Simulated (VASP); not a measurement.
The cell holds one CsCl (CsCl type) (110) slab, with vacuum along c, ions free to move until forces fall under 0.03 eV/Å, no reconstruction beyond this cell, dipole correction on. Ionisation potential and electron affinity count from the cell's own band edges, surface states included.

Data:

```yaml
crystal:
  lattice:
    - [5.85635, 0.00000, 0.00000]
    - [0.00000, 4.14107, 0.00000]
    - [0.00000, 0.00000, 26.78941]
  atoms:
    - { symbol: Cs, position: [0.25000, 0.00000, 0.33668] }
    - { symbol: Cs, position: [0.75000, 0.00000, 0.44458] }
    - { symbol: Cs, position: [0.25000, 0.00000, 0.55542] }
    - { symbol: Cs, position: [0.75000, 0.00000, 0.66332] }
    - { symbol: Cl, position: [0.75000, 0.50000, 0.33675] }
    - { symbol: Cl, position: [0.25000, 0.50000, 0.44421] }
    - { symbol: Cl, position: [0.75000, 0.50000, 0.55579] }
    - { symbol: Cl, position: [0.25000, 0.50000, 0.66325] }
```

Method: r2SCAN meta-GGA, VASP's PBE PAW potentials (set 64) (plane waves; VASP). Numerical set-up: 400 eV cut-off, 4×5×1 Γ-centred mesh, Gaussian smearing of 0.050 eV, potentials Cs_sv Cl.

Slab and bulk use different k-meshes, so the surface energy is good to a few per cent at best. Unless said otherwise, spin-orbit coupling is left out, though it shifts the bands of the heavy elements here.

Predict its surface energy, ionisation potential, electron affinity, band gap (on the k-mesh).

| Quantity | Value |
|---|---|
| surface energy | 0.19 J/m² |
| ionisation potential | 5.68 eV |
| electron affinity | 0.50 eV |
| band gap (on the k-mesh) | 5.18 eV |

The cell is a thin slab with vacuum, built from CsCl (CsCl type): (110) face.
